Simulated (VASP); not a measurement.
Given:

```yaml
crystal:
  lattice:
    - [6.00679, 0.00000, 0.00000]
    - [0.00000, 6.00679, 0.00000]
    - [0.00000, 0.00000, 6.00679]
  atoms:
    - { symbol: Cs, position: [0.00000, 0.00000, 0.00000] }
    - { symbol: Pb, position: [0.50000, 0.50000, 0.50000] }
    - { symbol: Br, position: [0.50000, 0.00000, 0.50000] }
    - { symbol: Br, position: [0.00000, 0.50000, 0.50000] }
    - { symbol: Br, position: [0.50000, 0.50000, 0.00000] }
```

All values below come from r2SCAN+rVV10, VASP's PBE PAW potentials (set 64) (plane waves; VASP 6.6.1). Numerical set-up: 520 eV cut-off, 4×4×4 Γ-centred mesh, Gaussian smearing of 0.050 eV, potentials Cs_sv Pb_d Br.

Task: Give the stress tensor in GPa (positive for a compressed cell).

Result: 
```
-1.11   0.00   0.00
 0.00  -1.11   0.00
 0.00   0.00  -1.11
```
The pressure is its mean diagonal, -1.11 GPa.

The compound is CsPbBr3 in the cubic perovskite structure, the ideal cubic form; the compound distorts at low or room temperature. This cell is one point of a volume scan, at 1.06 of the reference volume.
